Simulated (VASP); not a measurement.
The system is InSb.

```
In Sb
1.0
     0.00000    3.23910    3.23910
     3.23910    0.00000    3.23910
     3.23910    3.23910    0.00000
In Sb
1 1
Direct
  0.00000 0.00000 0.00000
  0.25000 0.25000 0.25000
```

Program: VASP 6.6.1. Alike in all runs: task single point; cell as given; smearing fermi-dirac 0.05 eV. Hardware: 4 MPI ranks on Intel(R) Xeon(R) Platinum 8488C (Sapphire Rapids), with other jobs on the host.

Question: Order these runs on this cell by their wall time, lowest first.
A. level PBEsol; potentials or basis VASP PAW PBE potentials, release 64 (In_d, Sb); spin off; k mesh 8 × 8 × 8; cutoff (eV) 520; further INCAR settings ALGO = Fast; EDIFF = 1e-06; mesh quality not flagged
B. level HSE06; potentials or basis VASP PAW PBE potentials, release 64 (In_d, Sb); spin off; k mesh 5 × 5 × 5; cutoff (eV) 520; grid for exact exchange (PRECFOCK) Normal; screening parameter 0.2 1/A; further INCAR settings ALGO = Normal; EDIFF = 1e-06; mesh quality not flagged
C. level LDA; potentials or basis VASP PAW LDA potentials, release 64 (In_d, Sb); spin off; k mesh 4 × 4 × 4; cutoff (eV) 300; further INCAR settings ALGO = Fast; EDIFF = 1e-06; mesh quality coarse
D. level PBEsol; potentials or basis VASP PAW PBE potentials, release 64 (In_d, Sb); spin SOC, no magnetisation; k mesh 8 × 8 × 8; cutoff (eV) 520; further INCAR settings ALGO = Fast; EDIFF = 1e-06; mesh quality not flagged

Answer: C (5.6 s), A (14 s), D (76 s), B (420 s).

Caveats: some runs use coarse meshes.

Runs at the PBE level aren't shown here.
